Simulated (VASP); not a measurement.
Consider the following.

```yaml
crystal:
  lattice:
    - [-3.32305, 3.32305, 3.32305]
    - [3.32305, -3.32305, 3.32305]
    - [3.32305, 3.32305, -3.32305]
  atoms:
    - { symbol: Si, position: [0.20115, 0.50000, 0.00000] }
    - { symbol: Si, position: [0.79885, 0.50000, 0.00000] }
    - { symbol: Si, position: [0.00000, 0.20115, 0.50000] }
    - { symbol: Si, position: [0.00000, 0.79885, 0.50000] }
    - { symbol: Si, position: [0.29885, 0.29885, 0.29885] }
    - { symbol: Si, position: [0.70115, 0.70115, 0.70115] }
    - { symbol: Si, position: [0.50000, 0.00000, 0.20115] }
    - { symbol: Si, position: [0.50000, 0.00000, 0.79885] }
```

Computed with r2SCAN meta-GGA, VASP's PBE PAW potentials (set 64) (plane waves; VASP 6.6.1). Numerical set-up: 400 eV cut-off, 7×7×7 Γ-centred mesh, tetrahedra with Blöchl corrections, potentials Si.

Problem. Estimate the energy per atom (σ→0), band gap (over mesh and band path) with the smallest direct gap where there is one.

Solution. 
- band gap (over mesh and band path): none (metal, semimetal or under 0.01 eV)
- energy per atom (σ→0): -8.587 eV/atom

The structure comes from a computed database's Si entry (Ia-3); how it stands against other phases isn't given here. It was relaxed first.
